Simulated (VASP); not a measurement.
Data:

```xyz
5
Lattice="3.3469 0.0000 0.0000 -1.6735 2.8985 0.0000 0.0000 0.0000 5.7486" Properties=species:S:1:pos:R:3 pbc="T T T"
Mg     0.0000     0.0000     0.0000
Al     1.6735     0.9662     2.0121
Al     0.0000     1.9323     3.7365
C      0.0000     1.9323     1.5526
C      1.6735     0.9662     4.1960
```

Calculation: PBEsol GGA, VASP's PBE PAW potentials (set 64) (plane waves; VASP 6.6.1). Settings: 400 eV cut-off, 8×8×4 Γ-centred mesh, Gaussian smearing of 0.010 eV, potentials Mg Al C.

The path is coarsely sampled, so an indirect gap can come out somewhat too large.

### Question
Give the energies of bands 3 to 11 at the high-symmetry points, in eV from the valence-band maximum.

### Answer

| band | Γ | M | K | A | L | H |
|---|---|---|---|---|---|---|
| 3 | -6.60 | -6.33 | -5.72 | -4.12 | -6.66 | -5.55 |
| 4 | -1.07 | -5.15 | -4.79 | -3.37 | -6.07 | -5.55 |
| 5 | -1.07 | -3.75 | -4.79 | -0.90 | -2.37 | -5.34 |
| 6 | -0.23 | -2.59 | -3.40 | -0.90 | -1.91 | -4.18 |
| 7 | -0.18 | -2.18 | -2.67 | -0.40 | -1.60 | -1.11 |
| 8 | -0.18 | -1.02 | -2.67 | -0.40 | -1.40 | -1.11 |
| 9 | 3.53 | 1.99 | 2.41 | 4.61 | 1.87 | 3.55 |
| 10 | 4.76 | 4.49 | 5.99 | 5.59 | 3.62 | 3.55 |
| 11 | 6.78 | 4.85 | 5.99 | 6.68 | 4.18 | 4.30 |

The gap is indirect, 1.75 eV, from the valence maximum at K-Γ at 0.80 to the conduction minimum at L-M at 0.40.

The structure comes from a computed database's Al2MgC2 entry (P-3m1); how it stands against other phases isn't given here. The cell was not relaxed at this level.
